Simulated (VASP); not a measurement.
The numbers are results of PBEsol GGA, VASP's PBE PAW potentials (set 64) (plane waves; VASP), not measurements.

A VASP calculation is set up with these files.

File POSCAR:
```
TaCo3
1
    3.5397600000     0.0000000000     0.0000000000
    0.0000000000     3.5397600000     0.0000000000
    0.0000000000     0.0000000000     3.5397600000
Ta Co
1 3
Direct
  0.0206620000  -0.0107890000  -0.0024680000
  0.0099170000   0.5067410000   0.5045620000
  0.4789570000   0.0125430000   0.5036210000
  0.4904630000   0.4915040000  -0.0057150000
```

INCAR:
```
# general
SYSTEM =TaCo3
PREC   =Accurate
ENCUT  =300
LREAL  =.FALSE.
LASPH  =.TRUE.

# electronic loop
EDIFF  =1E-6
NELM   =100
ALGO   =Normal
LMAXMIX=6

# smearing
ISMEAR =-1
SIGMA  =0.1

# functional
GGA    =PS

# spin
ISPIN  =2

# ions
ISIF   =2

# output
LWAVE  =.FALSE.
LCHARG =.FALSE.
LORBIT =11
```

**KPOINTS**
```
Automatic
0
gamma
  9 9 9
0 0 0
```

POTCAR, in this order: Ta_pv Co (PBE.64 set). Program: vasp_std. The INCAR's line for the spin-polarised start is left out here.

At this cut-off the stress carries a Pulay error, which pulls relaxed volumes low. The run has a spin-polarised start. Unless said otherwise, spin-orbit coupling is left out, though it shifts the bands of the heavy elements here.

Question: What does the run give for the energy per atom (σ→0), cell moment, pressure, largest force, band gap (on the k-mesh)?

Answer: 
The energy per atom (σ→0) is -9.158 eV/atom and the cell moment is 0.00 μB. The band gap (on the k-mesh) is none (metal, semimetal or under 0.01 eV), the pressure is 14.69 GPa and the largest force is 1.927 eV/Å.

OSZICAR:
```
...
DAV:  14    -0.366948177470E+02   -0.38331E-03   -0.68650E-04 51816   0.301E-01    0.120E-01
DAV:  15    -0.366948897552E+02   -0.72008E-04   -0.10010E-04 56884   0.108E-01    0.683E-02
DAV:  16    -0.366949673717E+02   -0.77617E-04   -0.12740E-04 51020   0.137E-01    0.500E-02
DAV:  17    -0.366949964442E+02   -0.29073E-04   -0.63688E-05 55712   0.880E-02    0.261E-02
DAV:  18    -0.366950033065E+02   -0.68622E-05   -0.21187E-05 53260   0.515E-02    0.990E-03
DAV:  19    -0.366950048048E+02   -0.14983E-05   -0.56421E-06 42000   0.264E-02    0.287E-03
DAV:  20    -0.366950051551E+02   -0.35033E-06   -0.55490E-07 21312   0.639E-03
   1 F= -.36695005E+02 E0= -.36633709E+02  d E =-.122593E+00  mag=     0.0000
```

The structure comes from a computed database's TaCo3 entry; how it stands against other phases isn't given here. The cell was not relaxed at this level, atoms are displaced from their ideal sites.
